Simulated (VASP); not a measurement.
## Si2Mo: cell size against the level of theory

How close do the usual functionals, with and without dispersion, come to the cell of Si2Mo? The levels: LDA, PBEsol, PBE, r2SCAN, PBE + D3(BJ), r2SCAN + rVV10, optB88-vdW and r2SCAN + D4. LASPH is on for some levels and off for others; the table marks which. The start is a cell from a database of measured crystal structures.

Method: LDA; plane waves and PAW (Si, Mo_sv), in the first sound run; inputs show where later runs differ, in VASP 6.6.1.

**What experiment says.**

“Giant magnetoresistance, Fermi surface topology, Shoenberg effect and vanishing quantum oscillations in type-II Dirac semimetal candidates MoSi2 and WSi2” (2022, arxiv:2202.05362) reports for MoSi2, tetragonal MoSi2-type, by powder X-ray diffraction (Czochralski-grown material): lattice constant a 3.20519 Å; lattice constant c 7.84461 Å.

Report form: the programs' logs are mostly left out.

The database entry behind the starting cell is an old determination (1927), so it need not match the best structure at ambient conditions.

### 1. Starting point

Before any relaxation, the start is as follows. The structure is tetragonal, space group I4/mmm (No. 139). Conventional cell: a = 3.200 Å, b = 3.200 Å, c = 7.861 Å, α = 90.00°, β = 90.00°, γ = 90.00°. Nearest to Si lie 5 Si at 2.61 to 2.63 Å and 5 Mo at 2.62 Å. Mo has 10 Si at 2.62 Å nearest. Farther neighbours are not listed.

### 2. Relaxation with LDA

Properties are meant for the cell that this level of theory prefers, so cell and atoms are relaxed first (ISIF = 3) until forces and stress are small; EDIFFG sets the threshold. LDA, the lowest rung, knows the local density alone.

The input, INCAR:

```
SYSTEM = Si2Mo
PREC = Accurate
ENCUT = 520
EDIFF = 1E-06
NELM = 100
ISMEAR = -1
SIGMA = 0.05
LREAL = .FALSE.
ALGO = Normal
GGA = CA
NBANDS = 17
LORBIT = 11
LWAVE = .FALSE.
LCHARG = .FALSE.
KPAR = 4
IBRION = 2
NSW = 60
ISIF = 3
EDIFFG = -0.01
```

The input, POSCAR:

```
Si2Mo
1.0
   -1.6000000000      1.6000000000      3.9305000000
    1.6000000000     -1.6000000000      3.9305000000
    1.6000000000      1.6000000000     -3.9305000000
Si Mo
2 1
Direct
    0.3330000000      0.3330000000      0.0000000000
    0.6670000000      0.6670000000      0.0000000000
    0.0000000000      0.0000000000      0.0000000000
```

The input, KPOINTS:

```
Automatic mesh
0
Gamma
10 10 10
0 0 0
```

PAW data sets: Si and Mo_sv (PBE family, release 64).

Run with:

```
$ mpirun -np 4 vasp_std
```

Elapsed: 36 s, on 4 MPI ranks of Intel Xeon 6975P-C (Granite Rapids), shared host; peak memory 0.87 GiB; 2.3 min of CPU time.

The PAW data sets were made with PBE, though LDA sets exist; this is a small mismatch. The run keeps the 16 symmetry operations of its start, so it cannot find a distortion of lower symmetry.

Relaxation path:

```
step  energy less that of the first step (eV)  largest force (eV/Å)  pressure (GPa)  volume (Å³)
   1                                   0.0000                0.3876           -4.66        40.25
   2                                   0.0215                0.0924            9.24        38.02
   3                                  -0.0171                0.2181            0.51        39.34
   4                                  -0.0197                0.0284            0.06        39.44
   5                                  -0.0198                0.0001            0.01        39.46
```

```
conventional cell, symmetrised  before  after  change
                         a (Å)   3.200  3.182  -0.6 %
                         b (Å)   3.200  3.182  -0.6 %
                         c (Å)   7.861  7.793  -0.9 %
              volume (Å³/atom)   13.42  13.15  -2.0 %
```

The atoms that moved most (Å, as changes of fractional coordinates times the final cell):

```
atom     dx     dy      dz  length
 Si1  0.000  0.000   0.019   0.019
 Si2  0.000  0.000  -0.019   0.019
```

The relaxed structure:

```cif
data_structure
_symmetry_space_group_name_H-M 'P 1'
_symmetry_Int_Tables_number 1
_cell_length_a 4.4995
_cell_length_b 4.4995
_cell_length_c 4.4995
_cell_angle_alpha 138.581
_cell_angle_beta 138.581
_cell_angle_gamma 60.015
_cell_volume 39.46
loop_
_atom_site_label
_atom_site_type_symbol
_atom_site_fract_x
_atom_site_fract_y
_atom_site_fract_z
_atom_site_occupancy
Si1 Si 0.33542 0.33542 0.00000 1
Si2 Si 0.66458 0.66458 0.00000 1
Mo3 Mo 0.00000 0.00000 0.00000 1
```

This step gave:

| Property | Result |
| --- | --- |
| electrons | 22 |
| bands | 17 |
| irreducible k-points | 102 |
| symmetry operations | 16 |
| free energy (TOTEN) | -25.77 eV |
| energy at zero smearing | -25.77 eV |
| Fermi energy | 12.29 eV |
| pressure | 0.01054 GPa |
| metallic | yes |
| SCF cycles over all ionic steps | 39 |

It ends with forces under 0.001 eV/Å and a pressure of 0.01 GPa. The volume lies -2.0 % from that of the database's start, which holds the thermal and zero-point expansion of its experiment. The conventional cell has a = 3.182 and c = 7.793 Å.

### 3. Relaxation with PBEsol

This step: PBEsol; plane waves and PAW (Si, Mo_sv) (VASP 6.6.1).

PBEsol restores the gradient expansion of exchange and is tuned for the cells of solids.

Edit INCAR of step 2 so:

```diff
@@ -9,3 +9,3 @@
 ALGO = Normal
-GGA = CA
+GGA = PS
 NBANDS = 17
```

POSCAR is that of step 2.

KPOINTS is that of step 2.

Run with:

```
$ mpirun -np 4 vasp_std
```

Run time: 42 s. Hardware: 4 MPI ranks; peak memory 1 GiB.

The PAW data sets were made with PBE, which is usual practice but a small mismatch for other functionals.

Relaxation path:

```
step  energy less that of the first step (eV)  largest force (eV/Å)  pressure (GPa)  volume (Å³)
   1                                   0.0000                0.3382           -2.35        40.25
   2                                   0.0018                0.0288            4.50        39.11
   3                                  -0.0070                0.1751            0.78        39.70
   4                                  -0.0091                0.0071            0.00        39.88
   5                                  -0.0091                0.0005            0.00        39.87
   6                                  -0.0091                0.0030            0.03        39.87
   7                                  -0.0091                0.0053           -0.03        39.87
```

```
conventional cell, symmetrised  before  after  change
                         a (Å)   3.200  3.193  -0.2 %
                         b (Å)   3.200  3.193  -0.2 %
                         c (Å)   7.861  7.825  -0.5 %
              volume (Å³/atom)   13.42  13.29  -0.9 %
```

The atoms that moved most (Å, as changes of fractional coordinates times the final cell):

```
atom     dx     dy      dz  length
 Si2  0.000  0.000  -0.017   0.017
 Si1  0.000  0.000   0.017   0.017
```

Final coordinates:

```xyz
3
Lattice="-1.5963 1.5963 3.9123 1.5963 -1.5963 3.9123 1.5963 1.5963 -3.9123" Properties=species:S:1:pos:R:3 pbc="T T T"
Si    0.0000    0.0000    2.6225
Si    0.0000    0.0000    5.2020
Mo    0.0000    0.0000    0.0000
```

Numbers from this step:

| Property | Result |
| --- | --- |
| free energy (TOTEN) | -25.08 eV |
| energy at zero smearing | -25.08 eV |
| Fermi energy | 12.27 eV |
| pressure | -0.02668 GPa |
| SCF cycles over all ionic steps | 45 |

It ends at 13.29 Å³/atom, -0.9 % from the start, with -0.03 GPa left. The conventional cell has a = 3.193 and c = 7.825 Å.

### 4. Relaxation with PBE

This step: PBE; plane waves and PAW (Si, Mo_sv) (VASP 6.6.1).

PBE, the usual starting point, adds the gradient of the density.

Edit INCAR of step 3 so:

```diff
@@ -9,3 +9,3 @@
 ALGO = Normal
-GGA = PS
+GGA = PE
 NBANDS = 17
```

POSCAR is that of step 3.

KPOINTS is that of step 3.

Run with:

```
$ mpirun -np 4 vasp_std
```

The job ended after 41 s (4 MPI ranks; peak memory 0.96 GiB; 2.7 min of CPU time).

The steps of the relaxation:

```
step  energy less that of the first step (eV)  largest force (eV/Å)  pressure (GPa)  volume (Å³)
   1                                   0.0000                0.2921            2.42        40.25
   2                                  -0.0022                0.0966           -3.27        41.44
   3                                  -0.0073                0.1841           -0.77        40.89
   4                                  -0.0094                0.0171            0.15        40.76
   5                                  -0.0094                0.0156            0.00        40.78
   6                                  -0.0095                0.0036            0.02        40.77
```

```
conventional cell, symmetrised  before  after  change
                         a (Å)   3.200  3.218  +0.6 %
                         b (Å)   3.200  3.218  +0.6 %
                         c (Å)   7.861  7.874  +0.2 %
              volume (Å³/atom)   13.42  13.59  +1.3 %
```

The atoms that moved most (Å, as changes of fractional coordinates times the final cell):

```
atom     dx     dy      dz  length
 Si2  0.000  0.000  -0.018   0.018
 Si1  0.000  0.000   0.018   0.018
```

The relaxed structure:

```
Si Mo
1.0
    -1.60899    1.60899    3.93721
     1.60899   -1.60899    3.93721
     1.60899    1.60899   -3.93721
Si Mo
2 1
Cartesian
  0.0000 0.0000 2.6399
  0.0000 0.0000 5.2345
  0.0000 0.0000 0.0000
```

It ends at 13.59 Å³/atom, +1.3 % from the start, with 0.02 GPa left. The conventional cell has a = 3.218 and c = 7.874 Å.

### 5. Relaxation with r2SCAN

This step: r2SCAN; plane waves and PAW (Si, Mo_sv) (VASP 6.6.1).

r2SCAN adds the kinetic-energy density, costs more than a GGA and is run with LASPH.

Edit INCAR of step 4 so:

```diff
@@ -9,3 +9,4 @@
 ALGO = Normal
-GGA = PE
+METAGGA = R2SCAN
+LASPH = .TRUE.
 NBANDS = 17
```

POSCAR is that of step 4.

KPOINTS is that of step 4.

Run with:

```
$ mpirun -np 4 vasp_std
```

Elapsed: 2.8 min, on 4 MPI ranks; peak memory 1 GiB; 11 min of CPU time.

Step by step:

```
step  energy less that of the first step (eV)  largest force (eV/Å)  pressure (GPa)  volume (Å³)
   1                                   0.0000                0.3788           -1.01        40.25
   2                                  -0.0052                0.0166            2.39        39.76
   3                                  -0.0075                0.1320            1.14        39.93
   4                                  -0.0086                0.0492           -0.84        40.33
   5                                  -0.0092                0.0172           -0.12        40.18
   6                                  -0.0093                0.0054            0.04        40.15
```

```
conventional cell, symmetrised  before  after  change
                         a (Å)   3.200  3.204  +0.1 %
                         b (Å)   3.200  3.204  +0.1 %
                         c (Å)   7.861  7.822  -0.5 %
              volume (Å³/atom)   13.42  13.38  -0.3 %
```

The atoms that moved most (Å, as changes of fractional coordinates times the final cell):

```
atom     dx     dy      dz  length
 Si2  0.000  0.000  -0.019   0.019
 Si1  0.000  0.000   0.019   0.019
```

The relaxed structure:

```
Si Mo
1.0
    -1.60189    1.60189    3.91123
     1.60189   -1.60189    3.91123
     1.60189    1.60189   -3.91123
Si Mo
2 1
Direct
  0.33546 0.33546 0.00000
  0.66454 0.66454 0.00000
  0.00000 0.00000 0.00000
```

It ends at 13.38 Å³/atom, -0.3 % from the start, with 0.04 GPa left. The conventional cell has a = 3.204 and c = 7.822 Å.

### 6. Relaxation with PBE + D3(BJ)

This step: PBE with D3(BJ); plane waves and PAW (Si, Mo_sv) (VASP 6.6.1).

A dispersion term adds the long-range attraction that semilocal functionals lack. D3 with Becke-Johnson damping keeps a finite attraction at short range.

Edit INCAR of step 5 so:

```diff
@@ -9,4 +9,4 @@
 ALGO = Normal
-METAGGA = R2SCAN
-LASPH = .TRUE.
+GGA = PE
+IVDW = 12
 NBANDS = 17
```

POSCAR is that of step 5.

KPOINTS is that of step 5.

Run with:

```
$ mpirun -np 4 vasp_std
```

It took 41 s on 4 MPI ranks; peak memory 1 GiB; 2.7 min of CPU time.

Dispersion corrections of this kind ignore metallic screening and tend to overbind metals.

It ends at 13.13 Å³/atom, -2.1 % from the start, with 0.09 GPa left. The conventional cell has a = 3.179 and c = 7.795 Å. Against plain PBE, the dispersion term moves a by -1.2 % and c by -1.0 %.

### 7. Relaxation with r2SCAN + rVV10

This step: r2SCAN with rVV10; plane waves and PAW (Si, Mo_sv) (VASP 6.6.1).

LUSE_VDW switches on a nonlocal correlation term for dispersion.

Edit INCAR of step 6 so:

```diff
@@ -9,4 +9,8 @@
 ALGO = Normal
-GGA = PE
-IVDW = 12
+METAGGA = R2SCAN
+LUSE_VDW = .TRUE.
+IVDW_NL = 2
+BPARAM = 11.95
+CPARAM = 0.0093
+LASPH = .TRUE.
 NBANDS = 17
```

POSCAR is that of step 6.

KPOINTS is that of step 6.

Run with:

```
$ mpirun -np 4 vasp_std
```

Run time: 6.7 min. Hardware: 4 MPI ranks; peak memory 1.7 GiB; 27 min of CPU time.

It ends at 13.34 Å³/atom, -0.6 % from the start, with -0.02 GPa left. The conventional cell has a = 3.200 and c = 7.814 Å. Against plain r2SCAN, the dispersion term moves a by -0.1 % and c by -0.1 %.

### 8. Relaxation with optB88-vdW

This step: optB88-vdW; plane waves and PAW (Si, Mo_sv) (VASP 6.6.1).

optB88-vdW pairs nonlocal correlation with a B88-type exchange refitted to the binding of molecular dimers.

Edit INCAR of step 7 so:

```diff
@@ -9,7 +9,7 @@
 ALGO = Normal
-METAGGA = R2SCAN
+GGA = BO
+AGGAC = 0
 LUSE_VDW = .TRUE.
-IVDW_NL = 2
-BPARAM = 11.95
-CPARAM = 0.0093
+PARAM1 = 0.1833333333
+PARAM2 = 0.22
 LASPH = .TRUE.
```

POSCAR is that of step 7.

KPOINTS is that of step 7.

Run with:

```
$ mpirun -np 4 vasp_std
```

It took 3.8 min on 4 MPI ranks; peak memory 2 GiB.

It ends at 13.77 Å³/atom, +2.6 % from the start, with 0.05 GPa left. The conventional cell has a = 3.234 and c = 7.897 Å.

### 9. Relaxation with r2SCAN + D4

This step: r2SCAN with D4; plane waves and PAW (Si, Mo_sv) (VASP 6.6.1).

D4 lets the coefficients depend on atomic charges too.

Edit INCAR of step 8 so:

```diff
@@ -9,7 +9,8 @@
 ALGO = Normal
-GGA = BO
-AGGAC = 0
-LUSE_VDW = .TRUE.
-PARAM1 = 0.1833333333
-PARAM2 = 0.22
+METAGGA = R2SCAN
+IVDW = 13
+VDW_S6 = 1
+VDW_S8 = 0.6018749
+VDW_A1 = 0.51559235
+VDW_A2 = 5.77342911
 LASPH = .TRUE.
```

POSCAR is that of step 8.

KPOINTS is that of step 8.

Run with:

```
$ mpirun -np 4 vasp_std
```

It took 3 min on 4 MPI ranks; peak memory 1 GiB.

It ends at 13.26 Å³/atom, -1.1 % from the start, with -0.01 GPa left. The conventional cell has a = 3.194 and c = 7.799 Å. Against plain r2SCAN, the dispersion term moves a by -0.3 % and c by -0.3 %.

### 10. The cells as a table

This step: relaxed cells at several levels; plane waves and PAW (VASP 6.6.1).

Derived from the runs above.

Lengths are those of the conventional cell; cost is the wall time of each run, as given at its step, times its ranks, without the set-up around it; LASPH differs between rows, which moves results and costs too. Results by level, by row:

```
         level  volume (Å³/atom)  change from the start (%)  a (Å)  c (Å)  cost (core minutes)  LASPH
           LDA             13.15                         -2  3.182  7.793                  2.4    off
        PBEsol             13.29                       -0.9  3.193  7.825                  2.8    off
           PBE             13.59                        1.3  3.218  7.874                 2.73    off
        r2SCAN             13.38                       -0.3  3.204  7.822                 11.1     on
  PBE + D3(BJ)             13.13                       -2.1  3.179  7.795                 2.73    off
r2SCAN + rVV10             13.34                       -0.6    3.2  7.814                 26.6     on
    optB88-vdW             13.77                        2.6  3.234  7.897                 15.1     on
   r2SCAN + D4             13.26                       -1.1  3.194  7.799                   12     on
```

### 11. What came out

```yaml
volume_lda: 13.15 Å³/atom
volume_pbesol: 13.29 Å³/atom
volume_pbe: 13.59 Å³/atom
volume_r2scan: 13.38 Å³/atom
volume_pbe_d3_bj: 13.13 Å³/atom
volume_r2scan_rvv10: 13.34 Å³/atom
volume_optb88_vdw: 13.77 Å³/atom
volume_r2scan_d4: 13.26 Å³/atom
```

What this shows: For Si2Mo the levels give volumes between 13.13 Å³/atom (PBE + D3(BJ)) and 13.77 Å³/atom (optB88-vdW), a spread of 4.8 %, while the cost of the finished runs spans a factor of 11. Within 1 % of experiment on every length: LDA, PBEsol, PBE, r2SCAN, PBE + D3(BJ), r2SCAN + rVV10, optB88-vdW and r2SCAN + D4. The nearest, r2SCAN, took 4.6 times the core time of LDA and lowers the largest miss from 0.71 to 0.28 %. Thermal and zero-point expansion, often some tenths of a per cent in length, bear on this order: with the measured lengths lowered by an assumed 0.4 % the nearest becomes PBEsol. The costs hold the number of ionic steps as well as the price of the functional. The closing table has room for seven levels; r2SCAN + D4 stands in the table of levels alone. Adding D3(BJ) to PBE changes the volume by -3.4 % (a by -1.2 % and c by -1.0 %). Adding rVV10 to r2SCAN changes the volume by -0.3 % (a by -0.1 % and c by -0.1 %). Adding D4 to r2SCAN changes the volume by -0.9 % (a by -0.3 % and c by -0.3 %). Pairwise corrections of the D and TS kind ignore the screening in a metal, so they may overbind here. Within 0.02 Å all end in space group I4/mmm; the runs can't lower the symmetry of the start. LASPH is on for some levels and off for others, so differences between them are not the functional's alone. Each is a single relaxation on the plane waves of the start cell, so larger changes of volume carry a basis-set error that was not tested here.

Comparison with the measured values:

```
              quantity  measured             LDA          PBEsol             PBE          r2SCAN    PBE + D3(BJ)  r2SCAN + rVV10      optB88-vdW
lattice constant a (Å)   3.20519  3.182 (-0.7 %)  3.193 (-0.4 %)  3.218 (+0.4 %)  3.204 (-0.0 %)  3.179 (-0.8 %)  3.200 (-0.2 %)  3.234 (+0.9 %)
lattice constant c (Å)   7.84461  7.793 (-0.7 %)  7.825 (-0.3 %)  7.874 (+0.4 %)  7.822 (-0.3 %)  7.795 (-0.6 %)  7.814 (-0.4 %)  7.897 (+0.7 %)
```

Measured values from arxiv:2202.05362 (2022).

How well it matches: For the lattice constant a, of the levels listed nearest comes r2SCAN (-0.0 %, good agreement) and farthest optB88-vdW (+0.9 %, fair agreement). For the lattice constant c, of the levels listed nearest comes PBEsol (-0.3 %, good agreement) and farthest optB88-vdW (+0.7 %, good agreement). The grades are ours: good and fair within 0.7 and 1.5 % for the lattice constant a and 0.8 and 2 % for the lattice constant c. For lattice constants the calculation has a static lattice, without zero-point motion or thermal expansion.

[Lines on the potential files, build, host, timing and source positions are cut from VASP's logs without a mark.]

[Logs are printed without paths, hosts, clocks, repeated set-up lines and the standing remarks that a program may print on its own settings, such as how far it seeks lower states.]

[Hosts, paths, dates, database ids (printed as entryN), source tags and the programs' standing remarks are cut or masked in the printed files.]

[A measured line is paired with the nearest computed mode of its activity, which favours agreement.]
